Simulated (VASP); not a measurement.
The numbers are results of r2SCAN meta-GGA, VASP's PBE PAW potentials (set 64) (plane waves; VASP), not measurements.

VASP ran on this input.

**KPOINTS**
```
Automatic mesh
0
gamma
10 10 1
```

### INCAR
```
ALGO  =  Normal
DIPOL  =  0.5 0.5 0.5
EDIFF  =  1E-5
EDIFFG  =  -0.03
ENCUT  =  400
IBRION  =  2
IDIPOL  =  3
ISIF  =  2
ISMEAR  =  1
LASPH  =  .True.
LCHARG  =  .False.
LDIPOL  =  .True.
LMAXMIX  =  4
LMIXTAU  =  .True.
LREAL  =  .False.
LWAVE  =  .True.
METAGGA  =  R2SCAN
NELM  =  100
NELMIN  =  4
NSW  =  50
PREC  =  Normal
SIGMA  =  0.1
SYSTEM  =  Ag(100) slab
```

### POSCAR
```
Ag(100) slab
1
    2.9039116408    -0.0000000000    -0.0000000000
   -0.0000000000     2.9039116408     0.0000000000
    0.0000000000     0.0000000000    27.3816859862
Ag
6
Direct
  0.0000000000   0.5000000000   0.3125230000
  0.5000000000   0.0000000000   0.3875140000
  0.0000000000   0.5000000000   0.4625050000
  0.5000000000   0.0000000000   0.5374950000
  0.0000000000   0.5000000000   0.6124860000
  0.5000000000   0.0000000000   0.6874770000
```

POTCAR, in this order: Ag (PBE.64 set). Program: vasp_std.

### Question
Estimate the energy per atom (σ→0), band gap (on the k-mesh).

### Answer

```yaml
energy per atom (σ→0): -21.173 eV/atom
band gap (on the k-mesh): none (metal, semimetal or under 0.01 eV)
```

**OSZICAR**
```
...
DAV:   3    -0.127040722249E+03   -0.10326E-02   -0.76548E-04  1684   0.163E-01    0.205E-02
DAV:   4    -0.127040757857E+03   -0.35608E-04   -0.14678E-04  1667   0.765E-02    0.127E-02
DAV:   5    -0.127040917772E+03   -0.15991E-03   -0.52852E-05  1268   0.559E-02    0.611E-03
DAV:   6    -0.127040969811E+03   -0.52039E-04   -0.29271E-05  1100   0.402E-02    0.226E-03
DAV:   7    -0.127040983364E+03   -0.13553E-04   -0.30576E-06   980   0.124E-02    0.164E-03
DAV:   8    -0.127041013935E+03   -0.30571E-04   -0.22565E-06   973   0.118E-02    0.580E-04
DAV:   9    -0.127041008802E+03    0.51328E-05   -0.33936E-06   966   0.144E-02
   5 F= -.12704101E+03 E0= -.12704079E+03  d E =-.521069E-03
```

The cell is a thin slab with vacuum, built from Ag (fcc): (100) face.
